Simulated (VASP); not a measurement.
Given:

```yaml
crystal:
  lattice:
    - [0.00000, 2.78468, 2.78468]
    - [2.78468, 0.00000, 2.78468]
    - [2.78468, 2.78468, 0.00000]
  atoms:
    - { symbol: Na, position: [0.00000, 0.00000, 0.00000] }
    - { symbol: Cl, position: [0.50000, 0.50000, 0.50000] }
```

The numbers are results of SCAN meta-GGA, VASP's PBE PAW potentials (set 64) (plane waves; VASP), not measurements. Run with 520 eV cut-off, 7×7×7 Γ-centred mesh, Gaussian smearing of 0.050 eV, potentials Na_pv Cl.

Task: Estimate the energy per atom (σ→0), band gap (on the k-mesh) with the smallest direct gap where there is one.

Result: 
```yaml
band gap (on the k-mesh): 6.03 eV
smallest direct gap (on the k-mesh): 6.03 eV
energy per atom (σ→0): -8.143 eV/atom
```

Total energies compare only between runs with the same potentials, cut-off and functional.

The compound is NaCl in the rock salt structure. It was relaxed first. The start is the result of an earlier pass.
